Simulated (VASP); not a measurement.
Set up this calculation in VASP 6.6.1, as the native input.

```
Task                   : relaxation of cell and atoms
Functional             : PBE
Potentials or basis    : VASP PAW PBE potentials, release 64 (Mn_pv, C)
Cutoff                 : 520 eV
k mesh                 : 6 × 6 × 2
Occupations            : gaussian, width 0.15 eV
Spin                   : collinear spin, ferromagnetic start
Starting moments       : [4.0, 4.0, 4.0, 4.0, 0.0, 0.0] μB
Further INCAR settings : PREC = Normal; ALGO = Fast; EDIFF = 0.0001; IBRION = 2; EDIFFG = -0.08; NSW = 24; ISIF = 3
```

The structure of Mn2C lies in POSCAR:

```
Mn2C
1.0
    2.8164417500      0.0000000000      0.0000000000
    0.0000000000      2.8164417500      0.0000000000
    0.0000000000      0.0000000000      8.3890221700
Mn C
4 2
Direct
    0.0000000000      0.0000000000      0.8261659700
    0.0000000000      0.0000000000      0.1738340300
    0.0000000000      0.0000000000      0.5000000000
    0.5000000000      0.5000000000      0.0000000000
    0.5000000000      0.5000000000      0.3319490000
    0.5000000000      0.5000000000      0.6680510000
```

The cell was built by a generator and needn't be a form met in nature.

The input as run:

INCAR

```
  PREC = Normal
  ENCUT = 520
  EDIFF = 1E-4
  ISMEAR = 0
  SIGMA = 0.15
  LREAL = F
  LASPH = T
  NELM = 60
  ALGO = Fast
  ISIF = 3
  LWAVE = F
  LCHARG = F
  ISPIN = 2
  MAGMOM = 4 4 4 4 0 0
  LORBIT = 11
  LMAXMIX = 4
  GGA = PE
  IBRION = 2
  NSW = 24
  EDIFFG = -0.08
  KPAR = 2
```

KPOINTS

```
regular mesh
0
Gamma
  6 6 2
```

Potentials or basis: VASP PAW PBE potentials, release 64 (Mn_pv, C).

Command:

```bash
$ cat potpaw_PBE.64/Mn_pv/POTCAR potpaw_PBE.64/C/POTCAR > POTCAR
$ mpirun -np 2 vasp_std > vasp.out
```

Results of the run:

The relaxed volume is 8.75 Å³/atom. The relaxed cell is a = 2.502 Å, b = 2.502 Å, c = 8.390 Å, α = 90.00°, β = 90.00°, γ = 90.00°, the space group after relaxing (to 0.05 Å) is P4/mmm (No. 123) and the energy gained by relaxing is 584.0 meV/atom. The ionic steps are 20 and the pressure after relaxing is -0.1 GPa. The largest force after relaxing is 0.075 eV/Å and the band gap on the k mesh is none (metal or under the smearing width). The net moment is 0.36 μB per cell, the site moments are Mn -0.49, +0.04, +1.19; C +0.04 μB and the valence electrons inside the program's atomic spheres are Mn 12.19, 11.94, 11.88; C 2.33.

Caveat: the k mesh is coarse (spacing up to 0.37 Å⁻¹), so the values aren't converged; the volume moved by over 15 % at a fixed basis, so the end points are rough; the moment fell far below its start of 4 μB, so a state of higher moment may lie lower in energy; the relaxation stopped at a loose force limit of 0.08 eV/Å, so its end isn't a converged minimum.

Run time: 3.4 min on 2 MPI ranks on Intel(R) Xeon(R) 6975P-C (Granite Rapids) (shared host), peak memory 0.19 GiB a rank.
